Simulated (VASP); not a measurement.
Level of theory: PBE GGA, VASP's PBE PAW potentials (set 64) (plane waves; VASP 6.6.1).

Input for VASP

**KPOINTS**
```
Automatic mesh
0
Gamma
9 9 9
0 0 0
```

### POSCAR
```
Sr
1
    0.0000000000     3.1008000000     3.1008000000
    3.1008000000     0.0000000000     3.1008000000
    3.1008000000     3.1008000000     0.0000000000
Sr
1
Direct
  0.0000000000   0.0000000000   0.0000000000
```

### INCAR
```
SYSTEM = Sr
SIGMA = 0.1
EDIFF = 1E-6   # SCF stop (eV)
LCHARG = .False.
ENCUT = 500   # plane-wave cut-off (eV)
LASPH = .True.   # aspherical one-centre terms
PREC = Accurate
GGA = PE
ALGO = Normal
LWAVE = .False.
LREAL = .False.   # projection in real space or not
NELM = 100
ISIF = 2   # forces and stress, cell fixed
ISMEAR = 1   # Methfessel-Paxton
LMAXMIX = 4
```

POTCAR, in this order: Sr_sv (PBE.64 set). Program: vasp_std.

Output of the run:

File OUTCAR:
```
 ion  position               nearest neighbor table
   1  0.000  0.000  0.000-
  LATTYP: Found a face centered cubic cell.
 ALAT       =     6.2016000000
 Subroutine PRICEL returns:
 Original cell was already a primitive cell.
 Subroutine GETGRP returns: Found 48 space group operations
The static configuration has the point symmetry O_h .
The dynamic configuration has the point symmetry O_h .
 Subroutine INISYM returns: Found 48 space group operations
 Subroutine IBZKPT returns following result:
 Found     35 irreducible k-points:

 Following reciprocal coordinates:
            Coordinates               Weight
  0.000000  0.000000  0.000000      1.000000
  0.111111  0.000000  0.000000      8.000000
  0.222222  0.000000  0.000000      8.000000
  0.333333  0.000000  0.000000      8.000000
  0.444444  0.000000  0.000000      8.000000
  0.111111  0.111111  0.000000      6.000000
  0.222222  0.111111  0.000000     24.000000
  0.333333  0.111111  0.000000     24.000000
  0.444444  0.111111  0.000000     24.000000
 -0.444444  0.111111  0.000000     24.000000
...
```

### OSZICAR
```
       N       E                     dE             d eps       ncg     rms          rms(c)
DAV:   1     0.358148222123E+02    0.35815E+02   -0.47525E+03   630   0.923E+02
DAV:   2     0.103041664782E+00   -0.35712E+02   -0.35113E+02   694   0.157E+02
DAV:   3    -0.151825641365E+01   -0.16213E+01   -0.16068E+01   868   0.276E+01
DAV:   4    -0.161423771082E+01   -0.95981E-01   -0.95930E-01  1003   0.555E+00
DAV:   5    -0.161512373783E+01   -0.88603E-03   -0.88592E-03   940   0.486E-01    0.104E+01
DAV:   6    -0.161797121479E+01   -0.28475E-02   -0.71005E-03   818   0.115E+00    0.587E+00
DAV:   7    -0.161982711201E+01   -0.18559E-02   -0.12116E-02   707   0.150E+00    0.301E-01
DAV:   8    -0.161983462617E+01   -0.75142E-05   -0.18670E-03   964   0.283E-01    0.121E-01
DAV:   9    -0.161985559102E+01   -0.20965E-04   -0.30315E-05   818   0.658E-02    0.345E-02
DAV:  10    -0.161987205005E+01   -0.16459E-04   -0.10383E-05   741   0.313E-02    0.400E-02
DAV:  11    -0.161987127993E+01    0.77013E-06   -0.63215E-07   534   0.869E-03
   1 F= -.16198713E+01 E0= -.16194770E+01  d E =-.118296E-02
```

**OUTCAR**
```
------------------------ aborting loop because EDIFF is reached ----------------------------------------
  FORCE on cell =-STRESS in cart. coord.  units (eV):
  Direction    XX          YY          ZZ          XY          YZ          ZX
  --------------------------------------------------------------------------------------
  Total       -0.3306076     -0.3306076     -0.3306076      0.0000000      0.0000000     -0.0000000
  in kB       -8.8832556     -8.8832556     -8.8832556      0.0000000      0.0000000     -0.0000000
  external PRESSURE =      -8.8832556 kB  Pullay stress =       0.0000000 kB
  volume of cell :       59.63
      direct lattice vectors                 reciprocal lattice vectors
     0.000000000  3.100800000  3.100800000    -0.161248710  0.161248710  0.161248710
     3.100800000  0.000000000  3.100800000     0.161248710 -0.161248710  0.161248710
     3.100800000  3.100800000  0.000000000     0.161248710  0.161248710 -0.161248710
 POSITION                                       TOTAL-FORCE (eV/Angst)
 -----------------------------------------------------------------------------------
      0.00000      0.00000      0.00000         0.000000      0.000000      0.000000
 -----------------------------------------------------------------------------------
    total drift:                                0.000000      0.000000      0.000000
  FREE ENERGIE OF THE ION-ELECTRON SYSTEM (eV)
  ---------------------------------------------------
  free  energy   TOTEN  =        -1.6198712799 eV

  energy  without entropy=       -1.6186883222  energy(sigma->0) =       -1.61947696
```
(Selected blocks of OUTCAR.)

### OUTCAR
```
 val. band max:        1.2778606228   @ k =  -0.3333   0.4444   0.2222

 cond. band min:       1.3143248230   @ k =  -0.4444   0.1111   0.0000


 Fermi energy:         1.2919825182

 k-point     1 :       0.0000    0.0000    0.0000
  band No.  band energies     occupation
      1     -35.4609      2.00000
      2     -17.3597      2.00000
      3     -17.3597      2.00000
      4     -17.3597      2.00000
      5      -2.2042      2.00000
      6       3.5715      0.00000
      7       3.5715      0.00000
      8       3.5715      0.00000
      9       4.9138      0.00000

 k-point     2 :       0.1111    0.0000    0.0000
  band No.  band energies     occupation
      1     -35.4598      2.00000
      2     -17.3770      2.00000
      3     -17.3621      2.00000
      4     -17.3621      2.00000
      5      -2.0211      2.00000
      6       3.2966      0.00000
      7       3.6522      0.00000
      8       3.6522      0.00000
      9       4.8137      0.00000

 k-point     3 :       0.2222    0.0000    0.0000
  band No.  band energies     occupation
      1     -35.4571      2.00000
      2     -17.4205      2.00000
      3     -17.3681      2.00000
      4     -17.3681      2.00000
      5      -1.4994      2.00000
      6       2.7065     -0.00000
      7       3.7303      0.00000
      8       3.7303      0.00000
      9       4.8020      0.00000

 k-point     4 :       0.3333    0.0000    0.0000
  band No.  band energies     occupation
      1     -35.4539      2.00000
      2     -17.4691      2.00000
      3     -17.3750      2.00000
      4     -17.3750      2.00000
      5      -0.7311      2.00000
      6       2.0568     -0.00000
      7       3.5904      0.00000
      8       3.5904      0.00000
      9       5.2338      0.00000

 k-point     5 :       0.4444    0.0000    0.0000
  band No.  band energies     occupation
      1     -35.4519      2.00000
      2     -17.5005      2.00000
      3     -17.3794      2.00000
...
```

The compound is Sr in the fcc structure. The cell was not relaxed at this level. The run is one of a series of settings (ENCUT = 500 against the base run), some of them coarse on purpose.
